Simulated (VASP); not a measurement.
Input:

```
CELL_PARAMETERS angstrom
      2.82954     1.63364     2.32017
     -2.82954     1.63364     2.32017
      0.00000    -3.26728     2.32017
ATOMIC_POSITIONS crystal
  Ba 0.99882 0.99882 0.99882
  Ti 0.48654 0.48654 0.48654
  O  0.51053 0.51053 0.01788
  O  0.01788 0.51053 0.51053
  O  0.51053 0.01788 0.51053
```

Computed with PBEsol GGA, VASP's PBE PAW potentials (set 64) (plane waves; VASP 6.6.1). Run with 520 eV cut-off, Gaussian smearing of 0.050 eV, potentials Ba_sv Ti_sv O.

Unless said otherwise, spin-orbit coupling is left out, though it shifts the bands of the heavy elements here.

Task: What does the run give for the band gap (along the path) with the smallest direct gap where there is one?

Result: 
```json
{
 "band gap (along the path)": "2.29 eV",
 "smallest direct gap (along the path)": "2.66 eV"
}
```

Total energies compare only between runs with the same potentials, cut-off and functional.

The structure comes from a measured BaTiO3 entry (R3m) of the Crystallography Open Database, whose conditions weren't checked. It was relaxed first.
